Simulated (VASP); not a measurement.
Output of a VASP run:

OSZICAR:
```
       N       E                     dE             d eps       ncg     rms          rms(c)
DAV:   1     0.211128388726E+03    0.21113E+03   -0.14987E+04   440   0.119E+03
DAV:   2    -0.727226843562E+00   -0.21186E+03   -0.20733E+03   494   0.319E+02
DAV:   3    -0.116629686966E+02   -0.10936E+02   -0.10907E+02   530   0.741E+01
DAV:   4    -0.117520803260E+02   -0.89112E-01   -0.89088E-01   488   0.640E+00
DAV:   5    -0.117528913157E+02   -0.81099E-03   -0.81097E-03   530   0.562E-01    0.821E+00
DAV:   6    -0.110079048428E+02    0.74499E+00   -0.16929E+00   524   0.124E+01    0.647E+00
DAV:   7    -0.109755409652E+02    0.32364E-01   -0.57222E-01   476   0.413E+00    0.261E+00
DAV:   8    -0.109744427813E+02    0.10982E-02   -0.60481E-02   476   0.268E+00    0.359E-01
DAV:   9    -0.109742948752E+02    0.14791E-03   -0.94445E-03   494   0.120E+00    0.116E-01
DAV:  10    -0.109744502217E+02   -0.15535E-03   -0.10119E-03   500   0.375E-01    0.787E-02
DAV:  11    -0.109745765474E+02   -0.12633E-03   -0.31557E-04   476   0.120E-01    0.233E-02
DAV:  12    -0.109745469561E+02    0.29591E-04   -0.13722E-04   530   0.118E-01    0.754E-03
DAV:  13    -0.109745506054E+02   -0.36494E-05   -0.18792E-05   470   0.262E-02    0.838E-03
DAV:  14    -0.109745502673E+02    0.33813E-06   -0.10775E-06   376   0.611E-03
   1 F= -.10974550E+02 E0= -.10974550E+02  d E =-.856560E-14
```

File OUTCAR:
```
------------------------ aborting loop because EDIFF is reached ----------------------------------------
  FORCE on cell =-STRESS in cart. coord.  units (eV):
  Direction    XX          YY          ZZ          XY          YZ          ZX
  --------------------------------------------------------------------------------------
  Total       -0.1030707     -0.1030707     -0.1055720      0.0000000      0.0000000      0.0000000
  in kB       -1.3863086     -1.3863083     -1.4199507      0.0000000      0.0000000      0.0000000
  external PRESSURE =      -1.3975225 kB  Pullay stress =       0.0000000 kB
  volume of cell :      119.12
      direct lattice vectors                 reciprocal lattice vectors
     2.193000000 -3.798387000  0.000000000     0.227998176 -0.131634823  0.000000000
     2.193000000  3.798387000  0.000000000     0.227998176  0.131634823  0.000000000
     0.000000000  0.000000000  7.150200000     0.000000000  0.000000000  0.139856228
  FREE ENERGIE OF THE ION-ELECTRON SYSTEM (eV)
  ---------------------------------------------------
  free  energy   TOTEN  =       -10.9745502673 eV

  energy  without entropy=      -10.9745502673  energy(sigma->0) =      -10.97455027
```
(Selected blocks of OUTCAR.)

POSCAR:
```
CdSe
1
    2.1930000000    -3.7983870000     0.0000000000
    2.1930000000     3.7983870000     0.0000000000
    0.0000000000     0.0000000000     7.1502000000
Cd Se
2 2
Direct
  0.6666670000   0.3333330000   0.5000000000
  0.3333330000   0.6666670000   0.0000000000
  0.6666670000   0.3333330000   0.8760000000
  0.3333330000   0.6666670000   0.3760000000
```

Q: Reconstruct the remaining input files.

A: This is not unique; one that fits is the input of the run itself, PBE GGA, plane waves, VASP's PBE PAW potentials (set 64).

File KPOINTS:
```
Automatic
0
G
5 5 3
```

### INCAR
```
ALGO = Normal
EDIFF = 1E-6
ENCUT = 400
GGA = PE
ISIF = 2
ISMEAR = 0
LASPH = .TRUE.
LCHARG = .FALSE.
LMAXMIX = 4
LREAL = .FALSE.
LWAVE = .FALSE.
NELM = 100
PREC = Accurate
SIGMA = 0.05
SYSTEM = CdSe
```

POTCAR, in this order: Cd Se (PBE.64 set). Program: vasp_std.

The compound is CdSe in the wurtzite structure. The cell was not relaxed at this level.
